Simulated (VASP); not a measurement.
Input:

```yaml
crystal:
  lattice:
    - [7.44914, -1.81934, 1.19988]
    - [7.44914, 1.81934, 1.19988]
    - [6.51978, 0.00000, 4.21092]
  atoms:
    - { symbol: As, position: [0.19777, 0.19777, 0.19777] }
    - { symbol: As, position: [0.80223, 0.80223, 0.80223] }
```

Computed with revPBE GGA, VASP's PBE PAW potentials (set 64) (plane waves; VASP). Settings: 520 eV cut-off, 8×8×8 Γ-centred mesh, Gaussian smearing of 0.050 eV, potentials As.

Q: Predict the energy per atom (σ→0).

A: 
- energy per atom (σ→0): -4.419 eV/atom

Total energies compare only between runs with the same potentials, cut-off and functional.

The compound is As in the a7 structure. It was relaxed first, which changed the volume by +99 %. The start is the result of an earlier pass.
